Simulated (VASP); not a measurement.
# NaW (Pm-3m) in VASP: a series of runs

The runs below take NaW through single point, relaxation of cell and atoms, with PBEsol.

All numbers are computed with VASP 6.6.1; they aren't measurements. Logs are shortened: lines on timing, memory, paths and dates and some standing lists are left out, and cuts for length are marked.

**1. The structure**

Symmetry: Pm-3m, No. 221, cubic system. The conventional cell has a = 3.101 Å, b = 3.101 Å, c = 3.101 Å, α = 90.00°, β = 90.00°, γ = 90.00°. W (site symmetry m-3m) has 8 Na at 2.69 Å as nearest neighbours. Na (site symmetry m-3m) has 8 W at 2.69 Å as nearest neighbours.

The cell was built by a generator and needn't be a form met in nature.

**2. Single point, PBEsol**

INCAR reads:

```
SYSTEM = NaW
  ALGO = Normal
  EDIFF = 1E-7
  ENCUT = 520
  GGA = PS
  ISIF = 2
  ISMEAR = -1
  LASPH = .TRUE.
  LCHARG = .FALSE.
  LREAL = .FALSE.
  LWAVE = .FALSE.
  NBANDS = 18
  NELM = 100
  PREC = Accurate
  SIGMA = 0.1
```

KPOINTS reads:

```
k-points
0
G
  10 10 10
  0 0 0
```

POSCAR reads:

```
NaW
1.0
    3.1011177299      0.0000000000      0.0000000000
    0.0000000000      3.1011177299      0.0000000000
    0.0000000000      0.0000000000      3.1011177299
W Na
1 1
Direct
    0.5000000000      0.5000000000      0.5000000000
    0.0000000000      0.0000000000      0.0000000000
```

Potentials or basis: VASP PAW PBE potentials, release 64 (W_sv, Na_pv).

On the command line:

```bash
$ cat potpaw_PBE.64/W_sv/POTCAR potpaw_PBE.64/Na_pv/POTCAR > POTCAR
$ mpirun -np 1 vasp_std > vasp.out
```

OUTCAR:

```text
SYSTEM = NaW
   EDIFF = 1E-7
   ENCUT = 520
   GGA = PS
   ISIF = 2
   ISMEAR = -1
   LASPH = .TRUE.
   LREAL = .FALSE.
   NELM = 100
   PREC = Accurate

 ion  position               nearest neighbor table
   1  0.500  0.500  0.500-   2 2.69   2 2.69   2 2.69   2 2.69   2 2.69   2 2.69   2 2.69   2 2.69

   2  0.000  0.000  0.000-   1 2.69   1 2.69   1 2.69   1 2.69   1 2.69   1 2.69   1 2.69   1 2.69

  LATTYP: Found a simple cubic cell.
 ALAT       =     3.1011177299

  Lattice vectors:

 A1 = (   3.1011177299,   0.0000000000,   0.0000000000)
 A2 = (   0.0000000000,   3.1011177299,   0.0000000000)
 A3 = (   0.0000000000,   0.0000000000,   3.1011177299)

Analysis of symmetry for initial positions (statically):
=====================================================================
 Subroutine PRICEL returns:
 Original cell was already a primitive cell.

 Routine SETGRP: Setting up the symmetry group for a
 simple cubic supercell.

 Subroutine GETGRP returns: Found 48 space group operations
 (whereof 48 operations were pure point group operations)
 out of a pool of 48 trial point group operations.

The static configuration has the point symmetry O_h .

Analysis of symmetry for dynamics (positions and initial velocities):
=====================================================================
 Subroutine PRICEL returns:
 Original cell was already a primitive cell.

 Routine SETGRP: Setting up the symmetry group for a
 simple cubic supercell.

 Subroutine GETGRP returns: Found 48 space group operations
 (whereof 48 operations were pure point group operations)
 out of a pool of 48 trial point group operations.

The dynamic configuration has the point symmetry O_h .

 Subroutine INISYM returns: Found 48 space group operations
 (whereof 48 operations are pure point group operations),
 and found     1 'primitive' translations

----------------------------------------------------------------------------------------

                                     Primitive cell

  volume of cell :      29.8232

  direct lattice vectors                    reciprocal lattice vectors
     3.101117730  0.000000000  0.000000000     0.322464378  0.000000000  0.000000000
     0.000000000  3.101117730  0.000000000     0.000000000  0.322464378  0.000000000
     0.000000000  0.000000000  3.101117730     0.000000000  0.000000000  0.322464378

  length of vectors
     3.101117730  3.101117730  3.101117730     0.322464378  0.322464378  0.322464378

  position of ions in fractional coordinates (direct lattice)
     0.500000000  0.500000000  0.500000000
     0.000000000  0.000000000  0.000000000

  ion indices of the primitive-cell ions
   primitive index   ion index
                 1           1
                 2           2

----------------------------------------------------------------------------------------

 KPOINTS: k-points

Automatic generation of k-mesh.
 Grid dimensions read from file:
 generate k-points for:   10   10   10

 Generating k-lattice:

  Cartesian coordinates                     Fractional coordinates (reciprocal lattice)
     0.032246438  0.000000000  0.000000000     0.100000000  0.000000000  0.000000000
     0.000000000  0.032246438  0.000000000     0.000000000  0.100000000  0.000000000
     0.000000000  0.000000000  0.032246438     0.000000000  0.000000000  0.100000000

  Length of vectors
     0.032246438  0.032246438  0.032246438

  Shift w.r.t. Gamma in fractional coordinates (k-lattice)
     0.000000000  0.000000000  0.000000000

 Subroutine IBZKPT returns following result:
 ===========================================

 Found     56 irreducible k-points:

 Following reciprocal coordinates:
            Coordinates               Weight
  0.000000  0.000000  0.000000      1.000000
  0.100000  0.000000  0.000000      6.000000
  0.200000  0.000000  0.000000      6.000000
  0.300000  0.000000  0.000000      6.000000
  0.400000  0.000000  0.000000      6.000000
  0.500000  0.000000  0.000000      3.000000
[... 16 lines left out ...]
  0.200000  0.100000  0.100000     24.000000
  0.300000  0.100000  0.100000     24.000000
 [... further k-points ...]
   k-points           NKPTS =     56   k-points in BZ     NKDIM =     56   number of bands    NBANDS=     18
   number of dos      NEDOS =    301   number of ions     NIONS =      2
   total plane-waves  NPLWV =  13824
   dimension x,y,z NGX =    24 NGY =   24 NGZ =   24
   dimension x,y,z NGXF=    48 NGYF=   48 NGZF=   48
   ions per type =               1   1
   NGX,Y,Z   is equivalent  to a cutoff of  12.87, 12.87, 12.87 a.u.
   NGXF,Y,Z  is equivalent  to a cutoff of  25.73, 25.73, 25.73 a.u.
 SYSTEM =  NaW
   PREC   = accura    normal or accurate (medium, high low for compatibility)
   ISTART =      0    job   : 0-new  1-cont  2-samecut
   ICHARG =      2    charge: 1-file 2-atom 10-const
   ISPIN  =      1    spin polarized calculation?
   LNONCOLLINEAR =      F non collinear calculations
   LSORBIT =      F    spin-orbit coupling
   LASPH  =      T    aspherical Exc in radial PAW
   ENCUT  =  520.0 eV  38.22 Ry    6.18 a.u.   5.77  5.77  5.77*2*pi/ulx,y,z
   NELM   =    100;   NELMIN=  2; NELMDL= -5     # of ELM steps
   EDIFF  = 0.1E-06   stopping-criterion for ELM
   LREAL  =      F    real-space projection
   EDIFFG = 0.1E-05   stopping-criterion for IOM
   NSW    =      0    number of steps for IOM
   IBRION =     -1    ionic relax: 0-MD 1-quasi-New 2-CG
   NFREE  =      0    steps in history (QN), initial steepest desc. (CG)
   ISIF   =      2    stress and relaxation
   ISYM   =      2    0-nonsym 1-usesym 2-fastsym
   POTIM  = 0.5000    time-step for ionic-motion
   TEBEG  =    0.0;   TEEND  =   0.0 temperature during run
   PSTRESS=    0.0 pullay stress
   NELECT =      21.0000    total number of electrons
   NUPDOWN=      -1.0000    fix difference up-down
   EMIN   =  10.00;   EMAX   =-10.00  energy-range for DOS
   EFERMI =   0.00;   METHOD = LEGACY
   ISMEAR =    -1;   SIGMA  =   0.10  broadening in eV -4-tet -1-fermi 0-gaus
   EFERMI_NEDOS =   21; number of points for ismear=-14 and -15
   IALGO  =     38    algorithm
   IMIX   =      4    mixing-type and parameters
     AMIX     =   0.40;   BMIX     =  1.00
     AMIX_MAG =   1.60;   BMIX_MAG =  1.00
  volume/ion in A,a.u.               =      14.91       100.63
  Fermi-wavevector in a.u.,A,eV,Ry     =   1.456453  2.752296 28.861413  2.121254
  Thomas-Fermi vector in A             =   2.573369
   LORBIT       =      0    0 simple, 1 ext, 2 COOP (PROOUT), +10 PAW based schemes
   GGA     = PS    functional components
   LHFCALC =     F    Hartree Fock is set to
   AEXX    =    0.0000 exact exchange contribution
   IVDW    =     0    specifies the selected vdW correction
   LEPSILON=     F    determine dielectric tensor
   LRPA    =     F    only Hartree local field effects (RPA)
 non-spin polarized calculation
  energy-cutoff  :      520.00
  volume of cell :       29.82
 maximum number of plane-waves:       840
 NGX is ok and might be reduce to    24
   NGX = 11   NGY = 11   NGZ = 11

 number of electron      21.0000024 magnetization

 Free energy of the ion-electron system (eV)
  ---------------------------------------------------
  ext. energy  EPLUGINS =         0.00000000
  ---------------------------------------------------
  free energy    TOTEN  =       -10.18964402 eV

  energy without entropy =      -10.12134498  energy(sigma->0) =      -10.15549450

 E-fermi :   7.4207     XC(G=0): -12.0791

 val. band max:        7.4089559155   @ k =   0.3000   0.2000   0.1000
 cond. band min:       7.4219951457   @ k =   0.4000   0.1000   0.1000
 fundamental gap:      0.0130392302
 Fermi energy:         7.4207356104

 k-point     1 :       0.0000    0.0000    0.0000
  band No.  band energies     occupation
      1     -66.4756      2.00000
      2     -30.5642      2.00000
      3     -30.5642      2.00000
      4     -30.5642      2.00000
      5     -15.4209      2.00000
      6     -15.4209      2.00000
[... 10 lines left out ...]
     17      21.2942      0.00000
     18      21.2942      0.00000

 k-point     2 :       0.1000    0.0000    0.0000
  band No.  band energies     occupation
      1     -66.4746      2.00000
      2     -30.5903      2.00000
      3     -30.5617      2.00000
      4     -30.5617      2.00000
      5     -15.4411      2.00000
      6     -15.4215      2.00000
[... 10 lines left out ...]
     17      20.4165      0.00000
     18      21.8896      0.00000

 k-point     3 :       0.2000    0.0000    0.0000
  band No.  band energies     occupation
      1     -66.4718      2.00000
      2     -30.6583      2.00000
      3     -30.5551      2.00000
      4     -30.5551      2.00000
      5     -15.4934      2.00000
      6     -15.4231      2.00000
[... 10 lines left out ...]
     17      18.8573      0.00000
     18      22.7435      0.00000

 k-point     4 :       0.3000    0.0000    0.0000
  band No.  band energies     occupation
      1     -66.4683      2.00000
      2     -30.7412      2.00000
      3     -30.5470      2.00000
      4     -30.5470      2.00000
      5     -15.5569      2.00000
      6     -15.4251      2.00000
[... 10 lines left out ...]
     17      18.8775      0.00000
     18      23.2242      0.00000

 k-point     5 :       0.4000    0.0000    0.0000
  band No.  band energies     occupation
      1     -66.4655      2.00000
      2     -30.8075      2.00000
      3     -30.5404      2.00000
      4     -30.5404      2.00000
      5     -15.6074      2.00000
      6     -15.4268      2.00000
[... 10 lines left out ...]
     17      19.3316      0.00000
     18      22.9897      0.00000

 k-point     6 :       0.5000    0.0000    0.0000
  band No.  band energies     occupation
      1     -66.4644      2.00000
      2     -30.8327      2.00000
      3     -30.5379      2.00000
      4     -30.5379      2.00000
      5     -15.6265      2.00000
      6     -15.4274      2.00000
[... 10 lines left out ...]
     17      19.4848      0.00000
     18      22.6018      0.00000

 k-point     7 :       0.1000    0.1000    0.0000
  band No.  band energies     occupation
      1     -66.4735      2.00000
      2     -30.5882      2.00000
      3     -30.5876      2.00000
      4     -30.5592      2.00000
      5     -15.4478      2.00000
      6     -15.4340      2.00000
[... 10 lines left out ...]
     17      20.3613      0.00000
     18      21.8721      0.00000

 k-point     8 :       0.2000    0.1000    0.0000
  band No.  band energies     occupation
      1     -66.4707      2.00000
      2     -30.6559      2.00000
      3     -30.5814      2.00000
      4     -30.5527      2.00000
      5     -15.4933      2.00000
      6     -15.4381      2.00000
[... 10 lines left out ...]
     17      19.1867      0.00000
     18      22.8522      0.00000
[... 229 lines left out ...]
     17      22.4280      0.00000
     18      22.6080      0.00000

 k-point    20 :       0.5000    0.4000    0.0000
  band No.  band energies     occupation
      1     -66.4539      2.00000
      2     -30.8136      2.00000
      3     -30.7860      2.00000
      4     -30.5168      2.00000
      5     -15.5574      2.00000
      6     -15.5387      2.00000
[... 10 lines left out ...]
     17      21.8970      0.00000
     18      22.5241      0.00000

 k-point    21 :       0.5000    0.5000    0.0000
  band No.  band energies     occupation
      1     -66.4528      2.00000
      2     -30.8116      2.00000
      3     -30.8116      2.00000
      4     -30.5145      2.00000
      5     -15.5503      2.00000
      6     -15.5503      2.00000
[... 10 lines left out ...]
     17      21.8382      0.00000
     18      21.8382      0.00000

 k-point    22 :       0.1000    0.1000    0.1000
  band No.  band energies     occupation
      1     -66.4724      2.00000
      2     -30.5856      2.00000
      3     -30.5856      2.00000
      4     -30.5852      2.00000
      5     -15.4521      2.00000
      6     -15.4347      2.00000
[... 10 lines left out ...]
     17      21.1453      0.00000
     18      21.1453      0.00000

 k-point    23 :       0.2000    0.1000    0.1000
  band No.  band energies     occupation
      1     -66.4696      2.00000
      2     -30.6536      2.00000
      3     -30.5793      2.00000
      4     -30.5788      2.00000
      5     -15.4923      2.00000
      6     -15.4391      2.00000
[... 10 lines left out ...]
     17      19.8551      0.00000
     18      22.5928      0.00000

 k-point    24 :       0.3000    0.1000    0.1000
  band No.  band energies     occupation
      1     -66.4661      2.00000
      2     -30.7368      2.00000
      3     -30.5718      2.00000
      4     -30.5704      2.00000
      5     -15.5493      2.00000
      6     -15.4390      2.00000
[... 10 lines left out ...]
     17      19.1430      0.00000
     18      24.2667      0.00000

 [... further k-points ...]
[... 5 lines left out ...]
  --------------------------------------------------------------------------------------
  -------------------------------------------------------------------------------------
  Total        3.8222589      3.8222589      3.8222589     -0.0000000      0.0000000     -0.0000000
  in kB      205.3411197    205.3411197    205.3411197     -0.0000000      0.0000000     -0.0000000
  external PRESSURE =     205.3411197 kB  Pullay stress =       0.0000000 kB

 VOLUME and BASIS-vectors are now :
 -----------------------------------------------------------------------------
  energy-cutoff  :      520.00
  volume of cell :       29.82
      direct lattice vectors                 reciprocal lattice vectors
     3.101117730  0.000000000  0.000000000     0.322464378  0.000000000  0.000000000
     0.000000000  3.101117730  0.000000000     0.000000000  0.322464378  0.000000000
     0.000000000  0.000000000  3.101117730     0.000000000  0.000000000  0.322464378

 POSITION                                       TOTAL-FORCE (eV/Angst)
 -----------------------------------------------------------------------------------
      1.55056      1.55056      1.55056         0.000000      0.000000      0.000000
      0.00000      0.00000      0.00000         0.000000      0.000000      0.000000
 -----------------------------------------------------------------------------------
    total drift:                                0.000000     -0.000000     -0.000000

  FREE ENERGIE OF THE ION-ELECTRON SYSTEM (eV)
  ---------------------------------------------------
  free  energy   TOTEN  =       -10.1896440164 eV

  energy  without entropy=      -10.1213449844  energy(sigma->0) =      -10.15549450
```

It took 31 s on 1 thread of AMD EPYC 7R43 (Zen 3), shared host; peak memory 0.12 GiB.

What came out:

```yaml
Free_energy: -10.1896 eV
Pressure: 20.5 GPa
Band_gap_on_the_k_mesh: none (metal or under the smearing width)
```

Caveat: so large a pressure means that the cell lies far from this level's equilibrium, or that cutoff or potentials fall short; the potentials were made for another functional, which shifts forces and pressure. The run has no spin-orbit coupling, so splittings on W are missing.

**3. Relaxation of cell and atoms, PBEsol, target pressure 20 GPa, at which the enthalpy is minimised**

This run uses another cell than the first one, of 20.42 Å³/atom, 1.369 times its volume.

INCAR reads:

```
SYSTEM = NaW
PREC = Accurate
ENCUT = 600
EDIFF = 1E-6
ISMEAR = -1
SIGMA = 0.1
LREAL = .False.
LASPH = .True.
NELM = 100
ALGO = Normal
ISIF = 3
LWAVE = .False.
LCHARG = .False.
GGA = PS
IBRION = 2
NSW = 80
EDIFFG = -0.03
PSTRESS = 200.0
```

KPOINTS reads:

```
regular mesh
0
Gamma
  10 10 10
  0 0 0
```

POSCAR reads:

```
NaW
1.0
    3.4435754800      0.0000000000      0.0000000000
    0.0000000000      3.4435754800      0.0000000000
    0.0000000000      0.0000000000      3.4435754800
W Na
1 1
Direct
    0.5000000000      0.5000000000      0.5000000000
    0.0000000000      0.0000000000      0.0000000000
```

Potentials or basis: VASP PAW PBE potentials, release 64 (W_sv, Na_pv).

On the command line:

```bash
$ cat potpaw_PBE.64/W_sv/POTCAR potpaw_PBE.64/Na_pv/POTCAR > POTCAR
$ mpirun -np 1 vasp_std > vasp.out
```

Run time: 2.2 min. Hardware: 1 thread of AMD EPYC 7R43 (Zen 3), shared host; peak memory 0.17 GiB.

Results (log left out):

| Quantity | Value |
| --- | --- |
| Free energy | -10.2006 eV |
| Relaxed volume | 14.94 Å³/atom |
| Relaxed cell | a = 3.103 Å, b = 3.103 Å, c = 3.103 Å, α = 90.00°, β = 90.00°, γ = 90.00° |
| Space group after relaxing (to 0.05 Å) | Pm-3m (No. 221) |
| Energy change on relaxing (the enthalpy is what falls) | +32.1 meV/atom |
| Ionic steps | 5 |
| Pressure after relaxing | 20.2 GPa |
| Band gap on the k mesh | none (metal or under the smearing width) |

Step by step:
```tsv
step	energy change (eV)	largest force (eV/Å)	pressure (GPa)	volume (Å³)
1	0.0000	0.0000	-9.95	40.83
2	2.7575	0.0000	111.05	22.17
3	-0.0060	0.0000	16.87	30.49
4	0.0404	0.0000	19.08	30.07
5	0.0641	0.0000	20.22	29.88
```

Final structure:
```
W Na
1.0
     3.10313    0.00000    0.00000
     0.00000    3.10313    0.00000
     0.00000    0.00000    3.10313
W Na
1 1
Direct
  0.50000 0.50000 0.50000
  0.00000 0.00000 0.00000
```

Levels at points of the mesh, in eV from the Fermi level:
```csv
k point,band 6,band 7,band 8,band 9,band 10,band 11,band 12,band 13,band 14
"(0.00, 0.00, 0.00)",-22.84,-22.84,-7.23,-2.93,-2.93,2.00,2.00,2.00,9.80
"(0.50, 0.00, 0.00)",-22.85,-22.85,-4.45,-2.18,-1.18,0.22,0.22,2.27,4.37
"(0.50, 0.50, 0.00)",-22.97,-22.82,-3.37,-2.85,0.27,0.27,1.90,1.90,3.72
"(0.50, 0.50, 0.50)",-23.00,-23.00,-2.38,-2.38,-2.38,3.86,3.86,4.77,4.77
```

Caveat: the cell is relaxed towards a set pressure, so the enthalpy falls and the energy may rise; the volume moved by over 15 % at a fixed basis, so the end points are rough; the PAW data sets were made with another functional, which shifts forces and pressure a little. The run has no spin-orbit coupling, so splittings on W are missing.
